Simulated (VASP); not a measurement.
Consider the following.

```
CsPbBr3
1.0
    5.92193     0.00000     0.00000
    0.00000     5.92193     0.00000
    0.00000     0.00000     5.92193
Cs Pb Br
1 1 3
Direct
  0.00000   0.00000   0.00000
  0.50000   0.50000   0.50000
  0.50000   0.00000   0.50000
  0.00000   0.50000   0.50000
  0.50000   0.50000   0.00000
```

Method: SCAN meta-GGA, VASP's PBE PAW potentials (set 64) (plane waves; VASP). Numerical set-up: 520 eV cut-off, 4×4×4 Γ-centred mesh, Gaussian smearing of 0.050 eV, potentials Cs_sv Pb_d Br.

### Question
Give the energy at these volumes per atom, relative to the lowest: 39.02, 40.27, 41.51, 42.76, 44.00 Å³.

### Answer
11.5, 2.8, 0.0, 2.3, 8.9 meV/atom. A third-order Birch-Murnaghan fit gives B0 = 21.6 GPa and B0′ = 4.5.

The compound is CsPbBr3 in the cubic perovskite structure, the ideal cubic form; the compound distorts at low or room temperature. It was relaxed first.
